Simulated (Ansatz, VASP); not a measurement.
# GaN: VASP beside Ansatz, part 2 of 2

Aim: how closely do two programs agree when they are given the same cell, functional and k mesh? The cell is taken from a series of runs on this material, whose earlier steps may have relaxed, scaled, displaced or heated it; both programs get it as it stands.

VASP 6.6.1 and Ansatz 0.2.0.

So far: The structure; Ansatz: relaxation of cell and atoms, PBE; VASP: relaxation of cell and atoms, PBE; Side by side.

## (5) VASP: zone-centre phonons, PBE, pair 2

Level of this step: PBE; plane waves and PAW (N, Ga_d) (VASP).

Second derivatives magnify differences that forces hide, and they need a tight electronic threshold.

INCAR reads:

```
SYSTEM = GaN
PREC = Accurate
ENCUT = 600
EDIFF = 1E-08
NELM = 120
ISMEAR = 0
SIGMA = 0.01
LREAL = .FALSE.
ALGO = Normal
GGA = PE
NBANDS = 15
LORBIT = 11
LWAVE = .FALSE.
LCHARG = .FALSE.
ISIF = 2
IBRION = 8
LEPSILON = .TRUE.
LASPH = .TRUE.
GGA_COMPAT = .FALSE.
EFERMI = MIDGAP
KPAR = 2
```

POSCAR reads:

```
GaN
1.0
    0.0000000000      2.1959226822      2.1959226822
    2.1959226822      0.0000000000      2.1959226822
    2.1959226822      2.1959226822      0.0000000000
N Ga
1 1
Direct
    0.2500000000      0.2500000000      0.2500000000
    0.0000000000      0.0000000000      0.0000000000
```

KPOINTS reads:

```
Automatic mesh
0
Gamma
16 16 16
0 0 0
```

The projector-augmented-wave data sets are N and Ga_d (PBE family, release 64).

Launch:

```bash
$ mpirun -np 2 vasp_std
```

Numbers of over 12 decimals in the logs are rounded to 6 here.

The log of the run:

```text
[... set-up lines as in an earlier step ...]
 entering main loop
       N       E                     dE             d eps       ncg     rms          rms(c)
DAV:   1     0.901013584036E+02    0.90101E+02   -0.10207E+04  4837   0.241E+03
DAV:   2    -0.752617046883E+01   -0.97628E+02   -0.90689E+02  4889   0.367E+02
DAV:   3    -0.140569083808E+02   -0.65307E+01   -0.64966E+01  5022   0.823E+01
DAV:   4    -0.141378528274E+02   -0.80944E-01   -0.80929E-01  5408   0.981E+00
[...]
DAV:  14    -0.120017555545E+02    0.43185E-07   -0.58768E-08  5390   0.336E-03    0.156E-04
DAV:  15    -0.120017555353E+02    0.19209E-07   -0.45402E-09  4163   0.662E-04    0.392E-04
DAV:  16    -0.120017555419E+02   -0.66088E-08   -0.46163E-10  2861   0.270E-04
   1 F= -.12001756E+02 E0= -.12001756E+02  d E =0.000000E+00
 Linear response reoptimize wavefunctions to high precision
DAV:   1    -0.120017555426E+02   -0.70349E-09   -0.90390E-11  2952   0.117E-04
DAV:   2    -0.120017555427E+02   -0.18645E-10   -0.24341E-11  2686   0.615E-05
 Linear response G [H, r] |phi>, progress :
  Direction:   1
[...]
RMM:  12    -0.235371708775E+00    0.38990E-08   -0.65668E-09 30996   0.317E-05    0.310E-07
 first order change of Fermi-energy   0.40890E+00
 force on displaced ion       1 direction 1 : -15.314   0.000   0.000
 Born effective charge ion    1 direction 1 :  -2.625   0.000   0.000
 Linear response progress:
  Degree of freedom:   2/  2
       N       E                     dE             d eps       ncg     rms          rms(c)
RMM:   1    -0.160750583282E+00   -0.16075E+00    0.29286E-01 23547   0.929E+00
RMM:   2    -0.159012442335E+00    0.17381E-02   -0.37245E-02 36314   0.179E+00    0.569E-02
RMM:   3    -0.159300811615E+00   -0.28837E-03   -0.24167E-03 36744   0.413E-01    0.351E-02
RMM:   4    -0.158977694149E+00    0.32312E-03   -0.17568E-04 38645   0.120E-01    0.384E-03
[...]
RMM:  11    -0.158978811249E+00   -0.45327E-07    0.24564E-07 40513   0.944E-05    0.103E-06
RMM:  12    -0.158978819288E+00   -0.80390E-08    0.16024E-07 39554   0.527E-05    0.297E-07
RMM:  13    -0.158978827428E+00   -0.81394E-08    0.81959E-08 31687   0.356E-05    0.145E-07
 first order change of Fermi-energy  -0.40860E+00
 force on displaced ion       2 direction 1 : -15.307  -0.000  -0.000
 Born effective charge ion    2 direction 1 :   2.626   0.000   0.000
 Born effective charges drift removed
 Linear response finished
```

From OUTCAR (step 5):

```text
  Total        2.9790144      2.9790144      2.9790144      0.0000000      0.0000000     -0.0000000
  in kB      225.3730846    225.3730846    225.3730846      0.0000000      0.0000000     -0.0000000
  external PRESSURE =     225.3730846 kB  Pullay stress =       0.0000000 kB

 POSITION                                       TOTAL-FORCE (eV/Angst)
 -----------------------------------------------------------------------------------
      1.09796      1.09796      1.09796        -0.000000     -0.000000     -0.000000
      0.00000      0.00000      0.00000         0.000000      0.000000      0.000000
 -----------------------------------------------------------------------------------
    total drift:                               -0.000001     -0.000001     -0.000001

 MACROSCOPIC STATIC DIELECTRIC TENSOR (including local field effects in DFT)
 ------------------------------------------------------
           5.494081     0.000000     0.000000
          -0.000000     5.494081     0.000000
          -0.000000    -0.000000     5.494081
 ------------------------------------------------------

 MACROSCOPIC STATIC DIELECTRIC TENSOR IONIC CONTRIBUTION
 ------------------------------------------------------
           3.846021     0.000000    -0.000000
           0.000000     3.846021     0.000000
          -0.000000     0.000000     3.846021
 ------------------------------------------------------

[... 2 further parts left out ...]
```

The dielectric response converges more slowly with the mesh than energies do, so tensor and charges may still move on a finer one.

## (6) Ansatz: zone-centre phonons, PBE, pair 2

The same cell, functional and mesh now go to Ansatz, which takes its cutoff from its data sets.

The cell is taken from a series of runs on this material, whose earlier steps may have relaxed, scaled, displaced or heated it; both programs get it as it stands.

input.yaml reads:

```yaml
crystal:
  lattice:
    - [0.0, 2.1959226822, 2.1959226822]
    - [2.1959226822, 0.0, 2.1959226822]
    - [2.1959226822, 2.1959226822, 0.0]
  atoms:
    - { symbol: "N", position: [0.25, 0.25, 0.25] }
    - { symbol: Ga, position: [0.0, 0.0, 0.0] }
kpoints:
  mp_grid: { grid: [16, 16, 16] }
hamiltonian:
  xc: pbe
  pseudopotentials: { kind: paw, azcp: { folder: soft_1 } }
scf:
  occupations: { method: fixed }
output:
  eigenvalues: true
phonons:
  method: dfpt
  dielectric: true
  rigid_motions: translations
```

Launch:

```bash
$ ansatz run input.yaml --threads 4 --pin off --max-ram 10240MiB --backend cpu --events-out ev --progress --plain --runs-dir out
```

The log of the run:

```text
[...]
Crystal: 2 atoms, lattice volume = 21.178 Å³
Basis set: ecut = 420 eV, 411 PW (Γ), exchange–correlation on 48×48×48 points (8 copies of the dense FFT grid, shifted against one another)
Bands: 13, of which v1, the nominal top of the filled ones, is band 9 counted from 1 (8 counted from 0)
Symmetry: 24 space group operations
k-points: 621 of 4096 (irreducible under 4 space group operations, time reversal used)
[...]
optical modes at Γ + LO–TO along q̂ = [1.0000, 0.0000, 0.0000]:
      ω (cm⁻¹)  modes    IR ((D/Å)²/amu)
[...]
optical modes at Γ + LO–TO along q̂ = [0.0000, 1.0000, 0.0000]:
      ω (cm⁻¹)  modes    IR ((D/Å)²/amu)
        602.08      2            27.3791
        781.55      1            13.6896
  optical modes at Γ + LO–TO along q̂ = [0.0000, 0.0000, 1.0000]:
      ω (cm⁻¹)  modes    IR ((D/Å)²/amu)
        602.08      2            27.3791
        781.55      1            13.6896
[key lines of the parts left out:]
SCF converged after 9 iterations
Free energy (F): -4167.760661 eV
Fermi energy:    10.867861 eV
```

## (7) Side by side

What differs besides the data sets and the points named for the pairs above, as far as they apply: VASP's response is taken on the typed mesh, Ansatz refines its own for the field response alone; VASP's log repeats an internal error in its field response. Total energies have different zeros and are not compared.

Both answers:

```csv
quantity,Ansatz,VASP,difference
ε∞ xx,5.55,5.49,+1.06 %
ε∞ yy,5.55,5.49,+1.06 %
ε∞ zz,5.55,5.49,+1.06 %
Born charge of N1 (mean of the diagonal) (e),-2.63,-2.63,-0.01
Born charge of Ga2 (mean of the diagonal) (e),2.63,2.63,+0.01
optical mode 1 to 3 (cm⁻¹),602.1,597.6,+0.75 %
```

Modes are paired by rising frequency, not by their patterns, so a pair may set unlike modes beside each other; they are those without the splitting of longitudinal modes.

## (8) Ansatz: zone-centre phonons, PBE, pair 3

Second derivatives magnify differences that forces hide, and they need a tight electronic threshold. The cell compared in this pair holds 21.65 Å³, against 21.18 Å³ for the pair before.

The cell is taken from a series of runs on this material, whose earlier steps may have relaxed, scaled, displaced or heated it; both programs get it as it stands.

input.yaml, the sections that differ from step 6:

```yaml
crystal:
  lattice:
    - [0.0, 2.2120697524, 2.2120697524]
    - [2.2120697524, 0.0, 2.2120697524]
    - [2.2120697524, 2.2120697524, 0.0]
  atoms:
    - { symbol: "N", position: [0.25, 0.25, 0.25] }
    - { symbol: Ga, position: [0.0, 0.0, 0.0] }
# kpoints, hamiltonian, scf, output, phonons: as in step 6
```

The log of the run:

```text
[...]
Crystal: 2 atoms, lattice volume = 21.648 Å³
Basis set: ecut = 420 eV, 411 PW (Γ), exchange–correlation on 48×48×48 points (8 copies of the dense FFT grid, shifted against one another)
Bands: 13, of which v1, the nominal top of the filled ones, is band 9 counted from 1 (8 counted from 0)
Symmetry: 24 space group operations
k-points: 621 of 4096 (irreducible under 4 space group operations, time reversal used)
[...]
optical modes at Γ + LO–TO along q̂ = [1.0000, 0.0000, 0.0000]:
      ω (cm⁻¹)  modes    IR ((D/Å)²/amu)
[...]
optical modes at Γ + LO–TO along q̂ = [0.0000, 1.0000, 0.0000]:
      ω (cm⁻¹)  modes    IR ((D/Å)²/amu)
        583.27      2            27.6128
        762.12      1            13.8064
  optical modes at Γ + LO–TO along q̂ = [0.0000, 0.0000, 1.0000]:
      ω (cm⁻¹)  modes    IR ((D/Å)²/amu)
        583.27      2            27.6128
        762.12      1            13.8064
[key lines of the parts left out:]
SCF converged after 9 iterations
Free energy (F): -4167.819253 eV
Fermi energy:    10.509405 eV
```

## (9) VASP: zone-centre phonons, PBE, pair 3

The same cell, functional and mesh now go to VASP, with its own data sets.

INCAR is that of step 5.

POSCAR reads:

```
GaN
1.0
    0.0000000000      2.2120697524      2.2120697524
    2.2120697524      0.0000000000      2.2120697524
    2.2120697524      2.2120697524      0.0000000000
N Ga
1 1
Direct
    0.2500000000      0.2500000000      0.2500000000
    0.0000000000      0.0000000000      0.0000000000
```

KPOINTS is that of step 5.

Launch:

```bash
$ mpirun -np 2 vasp_std
```

The log of the run:

```text
[... set-up lines as in an earlier step ...]
 entering main loop
       N       E                     dE             d eps       ncg     rms          rms(c)
DAV:   1     0.899822621758E+02    0.89982E+02   -0.10241E+04  4834   0.235E+03
DAV:   2    -0.750616176056E+01   -0.97488E+02   -0.90745E+02  4973   0.365E+02
DAV:   3    -0.140709690558E+02   -0.65648E+01   -0.65336E+01  4875   0.820E+01
DAV:   4    -0.141553782987E+02   -0.84409E-01   -0.84385E-01  5601   0.100E+01
[...]
DAV:  14    -0.120603713029E+02    0.51162E-07   -0.61103E-08  5703   0.306E-03    0.224E-04
DAV:  15    -0.120603712859E+02    0.17021E-07   -0.40188E-09  4107   0.631E-04    0.385E-04
DAV:  16    -0.120603712931E+02   -0.72205E-08   -0.39105E-10  2910   0.280E-04
   1 F= -.12060371E+02 E0= -.12060371E+02  d E =0.000000E+00
 Linear response reoptimize wavefunctions to high precision
DAV:   1    -0.120603712939E+02   -0.79763E-09   -0.97951E-11  3001   0.149E-04
DAV:   2    -0.120603712939E+02   -0.26830E-10   -0.25059E-11  2721   0.606E-05
 Linear response G [H, r] |phi>, progress :
  Direction:   1
[...]
RMM:  12    -0.234789304802E+00   -0.93375E-09   -0.13993E-09 32741   0.259E-05    0.317E-07
 first order change of Fermi-energy   0.49253E+00
 force on displaced ion       1 direction 1 : -14.383  -0.000  -0.000
 Born effective charge ion    1 direction 1 :  -2.637   0.000   0.000
 Linear response progress:
  Degree of freedom:   2/  2
       N       E                     dE             d eps       ncg     rms          rms(c)
RMM:   1    -0.160756101869E+00   -0.16076E+00    0.27409E-01 23594   0.915E+00
RMM:   2    -0.159053770884E+00    0.17023E-02   -0.35958E-02 36339   0.176E+00    0.555E-02
RMM:   3    -0.159308192154E+00   -0.25442E-03   -0.24252E-03 36791   0.410E-01    0.343E-02
RMM:   4    -0.158963766350E+00    0.34443E-03   -0.17916E-04 38626   0.120E-01    0.374E-03
[...]
RMM:  12    -0.158968930467E+00    0.19746E-07    0.49571E-07 39589   0.522E-05    0.209E-07
RMM:  13    -0.158968968374E+00   -0.37906E-07    0.97692E-08 31936   0.345E-05    0.159E-07
RMM:  14    -0.158968965801E+00    0.25731E-08    0.12277E-07 24783   0.271E-05    0.534E-08
 first order change of Fermi-energy  -0.49223E+00
 force on displaced ion       2 direction 1 : -14.383  -0.000  -0.000
 Born effective charge ion    2 direction 1 :   2.637   0.000   0.000
 Born effective charges drift removed
 Linear response finished
```

OUTCAR, selected parts (step 9):

```text
  Total        2.2940471      2.2940471      2.2940471      0.0000000      0.0000000      0.0000000
  in kB      169.7799764    169.7799764    169.7799764      0.0000000      0.0000000      0.0000000
  external PRESSURE =     169.7799764 kB  Pullay stress =       0.0000000 kB

 POSITION                                       TOTAL-FORCE (eV/Angst)
 -----------------------------------------------------------------------------------
      1.10603      1.10603      1.10603         0.000000      0.000000      0.000000
      0.00000      0.00000      0.00000        -0.000000      0.000000     -0.000000
 -----------------------------------------------------------------------------------
    total drift:                               -0.000000     -0.000000     -0.000000

 MACROSCOPIC STATIC DIELECTRIC TENSOR (including local field effects in DFT)
 ------------------------------------------------------
           5.596873     0.000000    -0.000000
           0.000000     5.596873     0.000000
           0.000000     0.000000     5.596873
 ------------------------------------------------------

 MACROSCOPIC STATIC DIELECTRIC TENSOR IONIC CONTRIBUTION
 ------------------------------------------------------
           4.040282    -0.000000    -0.000000
          -0.000000     4.040282     0.000000
          -0.000000     0.000000     4.040282
 ------------------------------------------------------

[... 1 part as in an earlier step ...]

[... 1 further part left out ...]
```

## (10) Side by side

Compared:

```csv
quantity,Ansatz,VASP,difference
ε∞ xx,5.65,5.60,+1.00 %
ε∞ yy,5.65,5.60,+1.00 %
ε∞ zz,5.65,5.60,+1.00 %
Born charge of N1 (mean of the diagonal) (e),-2.64,-2.64,-0.01
Born charge of Ga2 (mean of the diagonal) (e),2.64,2.64,+0.01
optical mode 1 to 3 (cm⁻¹),583.3,579.2,+0.71 %
```

Modes are paired by rising frequency, not by their patterns, so a pair may set unlike modes beside each other; they are those without the splitting of longitudinal modes.

## (11) What came out

| Property | Result |
| --- | --- |
| difference in volume (relaxation of cell and atoms, PBE) | 0.058 % |
| r.m.s. difference of the optical zone-centre modes, each program's sorted by frequency (zone-centre phonons, PBE, pair 2) | 4.5 cm⁻¹ |
| difference in ε∞ xx (zone-centre phonons, PBE, pair 2) | +1.1 % |
| r.m.s. difference of the optical zone-centre modes, each program's sorted by frequency (zone-centre phonons, PBE, pair 3) | 4.1 cm⁻¹ |
| difference in ε∞ xx (zone-centre phonons, PBE, pair 3) | +1.0 % |

In words: The difference in volume is 0.058 % (relaxation of cell and atoms, PBE), within the 1.2 % picked in this series as the mark of a large difference, as far as the stopping tolerances let one tell. Among the rows given in per cent, the largest difference of the zone-centre phonons, PBE, pair 2 pair is in ε∞ xx, +1.1 %. Among the rows given in per cent, the largest difference of the zone-centre phonons, PBE, pair 3 pair is in ε∞ xx, +1.0 %. 1 further run of this series is not shown here. Such differences can come from data sets, numerical settings and the points named under the comparisons, not from the functional's error against experiment.

[Lines on the potential files, build, host, timing and source positions are cut from VASP's logs without a mark.]

[Logs are printed without paths, hosts, clocks, repeated set-up lines and the standing remarks that a program may print on its own settings, such as how far it seeks lower states.]

[Hosts, paths, dates, database ids (printed as entryN), source tags and the programs' standing remarks are cut or masked in the printed files.]
